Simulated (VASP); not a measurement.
Output of a VASP run:

### OUTCAR
```
 ion  position               nearest neighbor table
   1  0.000  0.000  0.000-   2 2.84   2 2.84   2 2.84   2 2.84
   2  0.250  0.250  0.250-   1 2.84   1 2.84   1 2.84   1 2.84
  LATTYP: Found a face centered cubic cell.
 ALAT       =     6.5642300000
 Subroutine PRICEL returns:
 Original cell was already a primitive cell.
 Subroutine GETGRP returns: Found 24 space group operations
The static configuration has the point symmetry T_d .
The dynamic configuration has the point symmetry T_d .
 Subroutine INISYM returns: Found 24 space group operations
 Subroutine IBZKPT returns following result:
 Found     16 irreducible k-points:

 Following reciprocal coordinates:
            Coordinates               Weight
  0.000000  0.000000  0.000000      1.000000
  0.166667  0.000000  0.000000      8.000000
  0.333333  0.000000  0.000000      8.000000
  0.500000  0.000000  0.000000      4.000000
  0.166667  0.166667  0.000000      6.000000
  0.333333  0.166667  0.000000     24.000000
  0.500000  0.166667  0.000000     24.000000
 -0.333333  0.166667  0.000000     24.000000
 -0.166667  0.166667  0.000000     12.000000
  0.333333  0.333333  0.000000      6.000000
  0.500000  0.333333  0.000000     24.000000
 -0.333333  0.333333  0.000000     12.000000
  0.500000  0.500000  0.000000      3.000000
  0.500000  0.333333  0.166667     24.000000
 -0.333333  0.333333  0.166667     24.000000
 -0.333333  0.500000  0.166667     12.000000
   k-points           NKPTS =     16   k-points in BZ     NKDIM =     16   number of bands    NBANDS=     73
   number of dos      NEDOS =    301   number of ions     NIONS =      2
   total plane-waves  NPLWV =  21952
   dimension x,y,z NGX =    28 NGY =   28 NGZ =   28
   dimension x,y,z NGXF=    56 NGYF=   56 NGZF=   56
   ions per type =               1   1
   PREC   = accura    normal or accurate (medium, high low for compatibility)
   ISTART =      0    job   : 0-new  1-cont  2-samecut
   ICHARG =      2    charge: 1-file 2-atom 10-const
   ISPIN  =      1    spin polarized calculation?
   LNONCOLLINEAR =      F non collinear calculations
   LSORBIT =      F    spin-orbit coupling
   INIWAV =      1    electr: 0-lowe 1-rand  2-diag
   ENCUT  =  300.0 eV  22.05 Ry    4.70 a.u.   6.56  6.56  6.56*2*pi/ulx,y,z
   NELM   =    100;   NELMIN=  2; NELMDL= -5     # of ELM steps
   EDIFF  = 0.1E-05   stopping-criterion for ELM
   LREAL  =      F    real-space projection
   NLSPLINE    = F    spline interpolate recip. space projectors
   LMAXMIX     =    4 max onsite mixed and CHGCAR
   VOSKOWN=      0    Vosko Wilk Nusair interpolation
   EDIFFG = 0.1E-04   stopping-criterion for IOM
   NSW    =      0    number of steps for IOM
   NBLOCK =      1;   KBLOCK =      1    inner block; outer block
   IBRION =     -1    ionic relax: 0-MD 1-quasi-New 2-CG
   NFREE  =      0    steps in history (QN), initial steepest desc. (CG)
   ISIF   =      2    stress and relaxation
   ISYM   =      2    0-nonsym 1-usesym 2-fastsym
   TEIN   =    0.0    initial temperature
   TEBEG  =    0.0;   TEEND  =   0.0 temperature during run
   SMASS  =  -3.00    Nose mass-parameter (am)
   PSTRESS=    0.0 pullay stress
   NELECT =      18.0000    total number of electrons
   EFERMI =   0.00;   METHOD = LEGACY
   ISMEAR =    -1;   SIGMA  =   0.05  broadening in eV -4-tet -1-fermi 0-gaus
   IALGO  =     38    algorithm
   LDIAG  =      T    sub-space diagonalisation (order eigenvalues)
   IMIX   =      4    mixing-type and parameters
     AMIX     =   0.40;   BMIX     =  1.00
     AMIX_MAG =   1.60;   BMIX_MAG =  1.00
     AMIN     =   0.10
   GGA     = RE    functional components
   VOSKOWN =     0    Vosko Wilk Nusair interpolation
   LHFCALC =     F    Hartree Fock is set to
   LHFONE  =     F    Hartree Fock one center treatment
   AEXX    =    0.0000 exact exchange contribution
   IVDW    =     0    specifies the selected vdW correction
   LEPSILON=     F    determine dielectric tensor
   LRPA    =     F    only Hartree local field effects (RPA)
...
```

### OSZICAR
```
       N       E                     dE             d eps       ncg     rms          rms(c)
DAV:   1     0.125480942906E+03    0.12548E+03   -0.36854E+03  2440   0.135E+02
DAV:   2     0.283197491822E+01   -0.12265E+03   -0.10906E+03  2720   0.656E+01
DAV:   3    -0.441477255993E+01   -0.72467E+01   -0.71524E+01  2759   0.172E+01
DAV:   4    -0.444545100492E+01   -0.30678E-01   -0.30669E-01  2712   0.115E+00
DAV:   5    -0.444558624384E+01   -0.13524E-03   -0.13523E-03  2775   0.702E-02    0.573E+00
DAV:   6    -0.423833806396E+01    0.20725E+00   -0.66686E-02  2976   0.137E+00    0.437E+00
DAV:   7    -0.422088359923E+01    0.17454E-01   -0.24752E-02  2862   0.401E-01    0.173E+00
DAV:   8    -0.422332670320E+01   -0.24431E-02   -0.64939E-03  2664   0.224E-01    0.259E-01
DAV:   9    -0.422367522906E+01   -0.34853E-03   -0.24268E-04  2752   0.394E-02    0.103E-01
DAV:  10    -0.422393307625E+01   -0.25785E-03   -0.86484E-05  2670   0.170E-02    0.378E-02
DAV:  11    -0.422400544526E+01   -0.72369E-04   -0.17246E-05  2700   0.867E-03    0.156E-02
DAV:  12    -0.422402078257E+01   -0.15337E-04   -0.49817E-06  2688   0.478E-03    0.524E-03
DAV:  13    -0.422402315336E+01   -0.23708E-05   -0.16258E-06  2676   0.243E-03    0.212E-03
DAV:  14    -0.422402326255E+01   -0.10919E-06   -0.62515E-08  2752   0.436E-04
   1 F= -.42240233E+01 E0= -.42240195E+01  d E =-.744740E-05
```

**OUTCAR**
```
------------------------ aborting loop because EDIFF is reached ----------------------------------------
  FORCE on cell =-STRESS in cart. coord.  units (eV):
  Direction    XX          YY          ZZ          XY          YZ          ZX
  --------------------------------------------------------------------------------------
  Total        0.9616264      0.9616264      0.9616264      0.0000000      0.0000000     -0.0000000
  in kB       21.7884111     21.7884111     21.7884111      0.0000000      0.0000000     -0.0000000
  external PRESSURE =      21.7884111 kB  Pullay stress =       0.0000000 kB
  volume of cell :       70.71
      direct lattice vectors                 reciprocal lattice vectors
     0.000000000  3.282115000  3.282115000    -0.152340792  0.152340792  0.152340792
     3.282115000  0.000000000  3.282115000     0.152340792 -0.152340792  0.152340792
     3.282115000  3.282115000  0.000000000     0.152340792  0.152340792 -0.152340792
  FREE ENERGIE OF THE ION-ELECTRON SYSTEM (eV)
  ---------------------------------------------------
  free  energy   TOTEN  =        -4.2240232625 eV

  energy  without entropy=       -4.2240158152  energy(sigma->0) =       -4.22401954
```
(Selected blocks of OUTCAR.)

### POSCAR
```
CdTe
1
    0.0000000000     3.2821150000     3.2821150000
    3.2821150000     0.0000000000     3.2821150000
    3.2821150000     3.2821150000     0.0000000000
Cd Te
1 1
Direct
  0.0000000000   0.0000000000   0.0000000000
  0.2500000000   0.2500000000   0.2500000000
```

Reconstruct the remaining input files.

Several could match; the one computed here: the input of the run itself, revPBE GGA, plane waves, VASP's PBE PAW potentials (set 64).

KPOINTS:
```
Automatic mesh
0
Gamma
6 6 6
0 0 0
```

### INCAR
```
ENCUT = 300   # plane-wave cut-off (eV)
LREAL = .False.
ALGO = Normal   # blocked Davidson
GGA = RE
LCHARG = .False.
ISIF = 2
ISMEAR = -1   # Fermi-Dirac
PREC = Accurate
SIGMA = 0.05   # width (eV)
NBANDS = 73
LASPH = .True.   # aspherical one-centre terms
NELM = 100
SYSTEM = CdTe
LWAVE = .False.
LMAXMIX = 4
EDIFF = 1E-6   # SCF stop (eV)
```

POTCAR, in this order: Cd Te (PBE.64 set). Program: vasp_std.

At this cut-off the stress carries a Pulay error, which pulls relaxed volumes low.

The structure comes from a computed database's CdTe entry; how it stands against other phases isn't given here. The cell was not relaxed at this level. The run is one of a series of settings (NBANDS = 73 against the base run), some of them coarse on purpose.
